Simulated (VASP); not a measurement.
A run of VASP 6.6.1 is set up as follows.

Contents of INCAR:

```
PREC     = Accurate       # precision mode
ENCUT    = 400            # plane-wave cutoff, eV
EDIFF    = 1E-6           # SCF threshold, eV
ISMEAR   = 1              # smearing method
SIGMA    = 0.1            # smearing width, eV
LREAL    = Auto         
LASPH    = T              # aspherical terms in the spheres
NELM     = 60             # most SCF steps
ALGO     = Fast           # electronic algorithm
ISIF     = 2              # what is computed and relaxed
LWAVE    = F              # write WAVECAR
LCHARG   = F              # write CHGCAR
GGA      = PE             # functional
IVDW     = 12             # dispersion correction
IBRION   = 2              # ionic algorithm
NSW      = 120            # ionic steps
EDIFFG   = -0.03          # ionic threshold
ISYM     = 0            
KPAR     = 4
```

Contents of KPOINTS:

```
Automatic mesh
0
Gamma
  6 6 1
```

File POSCAR:

```
Cu16Te
1.0
    5.1053109602      0.0000000000      0.0000000000
    0.0000000000      5.1053109602      0.0000000000
    0.0000000000      0.0000000000     21.9150000000
Cu Te
16 1
Selective dynamics
Direct
    0.2500000000      0.2500000000      0.1140771161  F F F
    0.7500000000      0.2500000000      0.1140771161  F F F
    0.2500000000      0.7500000000      0.1140771161  F F F
    0.7500000000      0.7500000000      0.1140771161  F F F
    0.0000000000      0.0000000000      0.1964407940  F F F
    0.5000000000      0.0000000000      0.1964407940  F F F
    0.0000000000      0.5000000000      0.1964407940  F F F
    0.5000000000      0.5000000000      0.1964407940  F F F
    0.2500000000      0.2500000000      0.2788044718  T T T
    0.7500000000      0.2500000000      0.2788044718  T T T
    0.2500000000      0.7500000000      0.2788044718  T T T
    0.7500000000      0.7500000000      0.2788044718  T T T
    0.0000000000      0.0000000000      0.3611681497  T T T
    0.5000000000      0.0000000000      0.3611681497  T T T
    0.0000000000      0.5000000000      0.3611681497  T T T
    0.5000000000      0.5000000000      0.3611681497  T T T
    0.2500000000      0.2500000000      0.4460518149  T T T
```

Potentials or basis: VASP PAW PBE potentials, release 64 (Cu, Te).

Command:

```sh
$ cat potpaw_PBE.64/Cu/POTCAR potpaw_PBE.64/Te/POTCAR > POTCAR
$ mpirun -np 4 vasp_std > vasp.out
```

Problem. Predict the energy gained by relaxing.

Solution. 3.6 meV/atom.

Problem. What does it give for the dispersion energy per atom?

Solution. -0.426 eV.

Problem. Estimate the band gap on the k mesh.

Solution. None (metal or under the smearing width).

Final structure:
```
Cu Te
1.0
     5.10531    0.00000    0.00000
     0.00000    5.10531    0.00000
     0.00000    0.00000   21.91500
Cu Te
16 1
Direct
  0.25000 0.25000 0.11408
  0.75000 0.25000 0.11408
  0.25000 0.75000 0.11408
  0.75000 0.75000 0.11408
  0.00000 0.00000 0.19644
  0.50000 0.00000 0.19644
  0.00000 0.50000 0.19644
  0.50000 0.50000 0.19644
  0.25000 0.25000 0.27680
  0.75000 0.25000 0.27711
  0.25000 0.75000 0.27711
  0.75000 0.75000 0.27830
  0.99415 0.99415 0.35876
  0.50585 0.99415 0.35876
  0.99415 0.50585 0.35876
  0.50585 0.50585 0.35876
  0.25000 0.25000 0.44013
```

Spin-orbit coupling is left out, which matters for the levels of Te.
